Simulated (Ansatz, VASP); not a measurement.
## One calculation of Si2B2W, two programs

```
CELL_PARAMETERS angstrom
4.07072 0.00000 0.00000
-2.03536 3.52534 0.00000
0.00000 0.00000 4.29509
ATOMIC_POSITIONS crystal
Si 0.33333 0.66667 0.50000
Si 0.66667 0.33333 0.50000
B 0.33333 0.66667 0.00000
B 0.66667 0.33333 0.00000
W 0.00000 0.00000 0.00000
```

Alike in both runs: functional PBE; k mesh 6 × 6 × 4; occupations gaussian, width 0.1 eV; no spin polarisation.

Ansatz relaxed the structure, and its values are those at the end. VASP's run is a single point on that final structure, the one shown.

|  | VASP | Ansatz |
| --- | --- | --- |
| version | VASP 6.6.1 | Ansatz 0.2.0 |
| potentials or method | VASP PAW PBE potentials, release 64 (Si, B, W_sv) | scalar-relativistic, plane waves, PAW |
| plane-wave cutoff (eV) | 520 | 420 |
| valence electrons in the cell | 28 | 28 |

VASP gave:

```
gap on the k mesh at the Fermi level (eV) : none
pressure (GPa)                            : 0.1
```

Task: What did Ansatz give for the same quantities?

Result: gap on the k mesh at the Fermi level (eV): none; pressure (GPa): 0.0.

A gap of «none» marks a metal or a gap that the smearing closes. With one functional, cell and mesh, what is left measures potentials, basis and numerics.

Caveats: the k mesh is coarse (spacing up to 0.37 Å⁻¹), so the values aren't converged. Spin-orbit coupling is left out, which matters for the levels of W.
